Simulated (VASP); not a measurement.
Energy against volume of Ni (fcc). Computed with LDA (Ceperley-Alder, Perdew-Zunger), VASP's LDA PAW potentials (set 64) (plane waves; VASP 6.6.1). Settings: 520 eV cut-off, 18×18×18 Γ-centred mesh, first-order Methfessel-Paxton smearing of 0.10 eV, potentials Ni.

```
V (Å³/atom)  E (eV/atom)
-----------  -----------
9.410           -6.54699
9.710           -6.57247
10.010          -6.58076
10.311          -6.57464
```

Question: Fit these four points and predict the energy of the run at 10.611 Å³/atom.

Answer: A cubic in V^(−2/3), the third-order Birch-Murnaghan form, passes through the four points with V0 = 10.02 Å³/atom and B0 = 254 GPa, and gives -6.5565 eV/atom there. The run gave -6.5564 eV/atom, +0.1 meV/atom from the fit; all five points give B0 = 254 GPa.

The compound is Ni in the fcc structure. It was relaxed first, which changed the volume by -8 %.
